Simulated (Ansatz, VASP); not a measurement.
# In2S in two plane-wave programs, part 3 of 3

One calculation is typed for both programs; each brings its own data sets. How far apart do they land? The cell is generated by rule, not measured, and may not be a known phase. The cell is taken from a series of runs on this material, whose earlier steps may have relaxed, scaled, displaced or heated it; both programs get it as it stands.

VASP 6.6.1 and Ansatz 0.2.0.

So far: Starting point; Ansatz: zone-centre phonons, PBEsol; VASP: zone-centre phonons, PBEsol.

### 3. VASP: zone-centre phonons, PBEsol (continued)

Level of this step: PBEsol; plane waves and PAW (S, In_d); invented cell (VASP).

Numbers of over 12 decimals in the logs are rounded to 6 here.

Parts of OUTCAR (step 3):

```text
ion  position               nearest neighbor table
   1  0.165  0.165  0.356-   3 2.61   5 2.65   4 2.83   5 2.89   5 2.89
   2  0.835  0.835  0.644-   5 2.61   3 2.65   6 2.83   3 2.89   3 2.89
   3  0.284  0.284  0.674-   1 2.61   2 2.65   2 2.89   2 2.89   6 2.95   4 3.35   6 3.75   6 3.75
                             5 3.78
   4  0.268  0.268  0.059-   1 2.83   5 2.95   6 3.01   6 3.01   6 3.08   6 3.28   3 3.35   5 3.75
                             5 3.75
   5  0.716  0.716  0.326-   2 2.61   1 2.65   1 2.89   1 2.89   4 2.95   6 3.35   4 3.75   4 3.75
                             3 3.78
   6  0.732  0.732  0.941-   2 2.83   3 2.95   4 3.01   4 3.01   4 3.08   4 3.28   5 3.35   3 3.75
                             3 3.75

  LATTYP: Found a base centered monoclinic cell.
 ALAT       =     6.0627618944
 B/A-ratio  =     0.9406796814
 C/A-ratio  =     1.4260748094
 COS(beta)  =    -0.3204273317

 Subroutine GETGRP returns: Found  4 space group operations
 (whereof  4 operations were pure point group operations)

The static configuration has the point symmetry C_2h.

 Found     78 irreducible k-points:

   k-points           NKPTS =     78   k-points in BZ     NKDIM =     78   number of bands    NBANDS=     39

   dimension x,y,z NGX =    30 NGY =   30 NGZ =   64
   dimension x,y,z NGXF=    60 NGYF=   60 NGZF=  128

   ENCUT  =  500.0 eV  36.75 Ry    6.06 a.u.   7.59  7.59 15.76*2*pi/ulx,y,z

   NELECT =      64.0000    total number of electrons

 k-points in reciprocal lattice and weights: Automatic mesh
   0.00000000  0.00000000  0.00000000       0.004
   0.12500000 -0.00000000  0.00000000       0.016
   0.25000000 -0.00000000  0.00000000       0.016
   0.37500000  0.00000000  0.00000000       0.016
   0.50000000 -0.00000000  0.00000000       0.008
   0.12500000  0.12500000  0.00000000       0.008
   0.25000000  0.12500000  0.00000000       0.016
   0.37500000  0.12500000  0.00000000       0.016
   0.50000000  0.12500000  0.00000000       0.016
[...]
-----------------------------------------------------------------------------------
    total drift:                                0.000000     -0.000000     -0.000000

 Eigenvectors and eigenvalues of the dynamical matrix
 ----------------------------------------------------

   1 f  =    7.041035 THz    44.240129 2PiTHz  234.863654 cm-1    29.119369 meV
             X         Y         Z           dx          dy          dz
      0.014301  0.000000  2.914452    -0.250693   -0.000000    0.630347
      3.274258  0.000000  5.277154     0.250693   -0.000000   -0.630347
     -0.149632  0.000000  5.523475    -0.044792   -0.000000   -0.191740
      1.463878  0.000000  0.480162     0.007723   -0.000000   -0.031390
      3.438192  0.000000  2.668131     0.044792   -0.000000    0.191740
      1.824682  0.000000  7.711444    -0.007723    0.000000    0.031390

   2 f  =    5.655722 THz    35.535947 2PiTHz  188.654565 cm-1    23.390174 meV
             X         Y         Z           dx          dy          dz
      0.014301  0.000000  2.914452     0.577931   -0.000000    0.267849
      3.274258  0.000000  5.277154    -0.577931    0.000000   -0.267849
     -0.149632  0.000000  5.523475     0.281746   -0.000000    0.047721
      1.463878  0.000000  0.480162     0.070844    0.000000    0.087037
      3.438192  0.000000  2.668131    -0.281746    0.000000   -0.047721
      1.824682  0.000000  7.711444    -0.070844   -0.000000   -0.087037

   3 f  =    5.621493 THz    35.320880 2PiTHz  187.512813 cm-1    23.248615 meV
             X         Y         Z           dx          dy          dz
      0.014301  0.000000  2.914452     0.056681   -0.000000    0.580382
      3.274258  0.000000  5.277154     0.056681    0.000000    0.580382
     -0.149632  0.000000  5.523475    -0.074034   -0.000000   -0.383126
      1.463878  0.000000  0.480162     0.044185    0.000000    0.075667
      3.438192  0.000000  2.668131    -0.074034    0.000000   -0.383126
      1.824682  0.000000  7.711444     0.044185   -0.000000    0.075667

   4 f  =    5.225500 THz    32.832784 2PiTHz  174.303912 cm-1    21.610921 meV
             X         Y         Z           dx          dy          dz
      0.014301  0.000000  2.914452     0.583045   -0.000000   -0.136663
      3.274258  0.000000  5.277154     0.583045    0.000000   -0.136663
     -0.149632  0.000000  5.523475    -0.358246   -0.000000   -0.026156
      1.463878  0.000000  0.480162     0.050693   -0.000000    0.098934
      3.438192  0.000000  2.668131    -0.358246    0.000000   -0.026156
      1.824682  0.000000  7.711444     0.050693    0.000000    0.098934

   5 f  =    4.549087 THz    28.582754 2PiTHz  151.741198 cm-1    18.813502 meV
             X         Y         Z           dx          dy          dz
      0.014301  0.000000  2.914452    -0.000000    0.702794   -0.000000
      3.274258  0.000000  5.277154    -0.000000   -0.702794   -0.000000
     -0.149632  0.000000  5.523475    -0.000000    0.074365    0.000000
      1.463878  0.000000  0.480162    -0.000000   -0.023474    0.000000
      3.438192  0.000000  2.668131    -0.000000   -0.074365   -0.000000
      1.824682  0.000000  7.711444    -0.000000    0.023474   -0.000000

   6 f  =    4.046130 THz    25.422585 2PiTHz  134.964372 cm-1    16.733442 meV
             X         Y         Z           dx          dy          dz
      0.014301  0.000000  2.914452     0.220857   -0.000000   -0.069892
      3.274258  0.000000  5.277154    -0.220857    0.000000    0.069892
     -0.149632  0.000000  5.523475    -0.166889   -0.000000   -0.479286
      1.463878  0.000000  0.480162    -0.421523   -0.000000   -0.105302
      3.438192  0.000000  2.668131     0.166889   -0.000000    0.479286
      1.824682  0.000000  7.711444     0.421523    0.000000    0.105302

   7 f  =    3.705052 THz    23.279526 2PiTHz  123.587218 cm-1    15.322855 meV
             X         Y         Z           dx          dy          dz
      0.014301  0.000000  2.914452     0.000000    0.021714    0.000000
      3.274258  0.000000  5.277154     0.000000   -0.021714    0.000000
     -0.149632  0.000000  5.523475    -0.000000    0.017822    0.000000
      1.463878  0.000000  0.480162    -0.000000    0.706549   -0.000000
      3.438192  0.000000  2.668131    -0.000000   -0.017822    0.000000
      1.824682  0.000000  7.711444    -0.000000   -0.706549   -0.000000

   8 f  =    3.439436 THz    21.610617 2PiTHz  114.727252 cm-1    14.224360 meV
             X         Y         Z           dx          dy          dz
      0.014301  0.000000  2.914452    -0.184537   -0.000000   -0.286961
      3.274258  0.000000  5.277154    -0.184537    0.000000   -0.286961
     -0.149632  0.000000  5.523475    -0.011775    0.000000   -0.348286
      1.463878  0.000000  0.480162     0.109974    0.000000    0.500063
      3.438192  0.000000  2.668131    -0.011775   -0.000000   -0.348286
      1.824682  0.000000  7.711444     0.109974   -0.000000    0.500063

   9 f  =    2.766446 THz    17.382090 2PiTHz   92.278690 cm-1    11.441094 meV
             X         Y         Z           dx          dy          dz
      0.014301  0.000000  2.914452    -0.013569   -0.000000    0.107112
      3.274258  0.000000  5.277154     0.013569   -0.000000   -0.107112
     -0.149632  0.000000  5.523475     0.083163    0.000000    0.397868
      1.463878  0.000000  0.480162    -0.412472   -0.000000   -0.391145
      3.438192  0.000000  2.668131    -0.083163    0.000000   -0.397868
      1.824682  0.000000  7.711444     0.412472   -0.000000    0.391145

  10 f  =    2.250478 THz    14.140168 2PiTHz   75.067855 cm-1     9.307224 meV
             X         Y         Z           dx          dy          dz
      0.014301  0.000000  2.914452    -0.000000   -0.663252   -0.000000
      3.274258  0.000000  5.277154     0.000000   -0.663252   -0.000000
     -0.149632  0.000000  5.523475    -0.000000    0.204336   -0.000000
      1.463878  0.000000  0.480162     0.000000    0.135438    0.000000
      3.438192  0.000000  2.668131    -0.000000    0.204336   -0.000000
      1.824682  0.000000  7.711444    -0.000000    0.135438   -0.000000

  11 f  =    2.111410 THz    13.266381 2PiTHz   70.429061 cm-1     8.732087 meV
             X         Y         Z           dx          dy          dz
      0.014301  0.000000  2.914452     0.141821   -0.000000   -0.014146
      3.274258  0.000000  5.277154    -0.141821   -0.000000    0.014146
     -0.149632  0.000000  5.523475    -0.193340    0.000000   -0.083325
      1.463878  0.000000  0.480162     0.382289   -0.000000   -0.537790
      3.438192  0.000000  2.668131     0.193340    0.000000    0.083325
      1.824682  0.000000  7.711444    -0.382289    0.000000    0.537790

  12 f  =    1.499778 THz     9.423383 2PiTHz   50.027210 cm-1     6.202581 meV
             X         Y         Z           dx          dy          dz
      0.014301  0.000000  2.914452    -0.184590    0.000000   -0.119838
      3.274258  0.000000  5.277154     0.184590    0.000000    0.119838
     -0.149632  0.000000  5.523475     0.588613    0.000000   -0.256907
      1.463878  0.000000  0.480162     0.031009   -0.000000   -0.195289
      3.438192  0.000000  2.668131    -0.588613    0.000000    0.256907
      1.824682  0.000000  7.711444    -0.031009   -0.000000    0.195289

  13 f  =    1.394533 THz     8.762112 2PiTHz   46.516628 cm-1     5.767324 meV
             X         Y         Z           dx          dy          dz
      0.014301  0.000000  2.914452     0.248813   -0.000000   -0.026204
      3.274258  0.000000  5.277154     0.248813   -0.000000   -0.026204
     -0.149632  0.000000  5.523475     0.383801   -0.000000   -0.112434
      1.463878  0.000000  0.480162    -0.512827    0.000000    0.120291
      3.438192  0.000000  2.668131     0.383801   -0.000000   -0.112434
      1.824682  0.000000  7.711444    -0.512827    0.000000    0.120291
    [... 43 further lines ...]
      3.438192  0.000000  2.668131     0.000000   -0.466278   -0.000000
      1.824682  0.000000  7.711444     0.000000   -0.474091   -0.000000

 ELASTIC MODULI CONTR FROM IONIC RELAXATION (kBar)
 Direction    XX          YY          ZZ          XY          YZ          ZX
 --------------------------------------------------------------------------------
 XX        -252.0524    -30.4226    -28.6359      0.0000      0.0000    -38.0723
 YY         -30.4226    -45.5430    -69.8681      0.0000      0.0000      9.8151
 ZZ         -28.6359    -69.8681   -359.0811      0.0000      0.0000     -0.1898
 XY           0.0000      0.0000      0.0000    -76.9847    -25.1718     -0.0000
 YZ           0.0000      0.0000      0.0000    -25.1718    -23.1716      0.0000
 ZX         -38.0723      9.8151     -0.1898     -0.0000      0.0000    -43.7493
 --------------------------------------------------------------------------------
```

### 4. Side by side

Known differences besides the potentials themselves: the cutoff is 420 eV in Ansatz and 500 eV in VASP; Ansatz makes its cores anew for this functional, VASP keeps those of its PBE data sets. Total energies have different zeros and are not compared.

The two programs side by side:

```csv
quantity,Ansatz,VASP,difference
optical mode 1 (cm⁻¹),34.9,32.7,+2.2
optical mode 2 (cm⁻¹),39.2,37.5,+1.7
optical mode 3 (cm⁻¹),46.9,46.5,+0.3
optical mode 4 (cm⁻¹),50.2,50.0,+0.41 %
optical mode 5 (cm⁻¹),70.3,70.4,-0.21 %
optical mode 6 (cm⁻¹),74.6,75.1,-0.62 %
optical mode 7 (cm⁻¹),92.0,92.3,-0.25 %
optical mode 8 (cm⁻¹),114.4,114.7,-0.31 %
optical mode 9 (cm⁻¹),124.2,123.6,+0.48 %
optical mode 10 (cm⁻¹),134.9,135.0,-0.05 %
optical mode 11 (cm⁻¹),151.2,151.7,-0.34 %
optical mode 12 (cm⁻¹),174.6,174.3,+0.15 %
optical mode 13 (cm⁻¹),187.7,187.5,+0.11 %
optical mode 14 (cm⁻¹),188.9,188.7,+0.14 %
optical mode 15 (cm⁻¹),234.7,234.9,-0.07 %
```

Modes are paired by rising frequency, not by their patterns, so a pair may set unlike modes beside each other; they are those without the splitting of longitudinal modes.

### 5. Outcome

```yaml
r_m_s_difference_of_the_optical_zone_centre_modes_each_program_s_sorted_by_frequency_zone_centre_phonons_pbesol: 0.78 cm⁻¹
difference_in_optical_mode_6_zone_centre_phonons_pbesol: -0.6 %
```

In words: The r.m.s. difference of the optical zone-centre modes, each program's sorted by frequency is 0.78 cm⁻¹ (zone-centre phonons, PBEsol). Among the rows given in per cent, the largest difference of the zone-centre phonons, PBEsol pair is in optical mode 6, -0.6 %. Such differences can come from data sets, numerical settings and the points named under the comparisons, not from the functional's error against experiment.

[Lines on the potential files, build, host, timing and source positions are cut from VASP's logs without a mark.]

[Logs are printed without paths, hosts, clocks, repeated set-up lines and the standing remarks that a program may print on its own settings, such as how far it seeks lower states.]

[Hosts, paths, dates, database ids (printed as entryN), source tags and the programs' standing remarks are cut or masked in the printed files.]
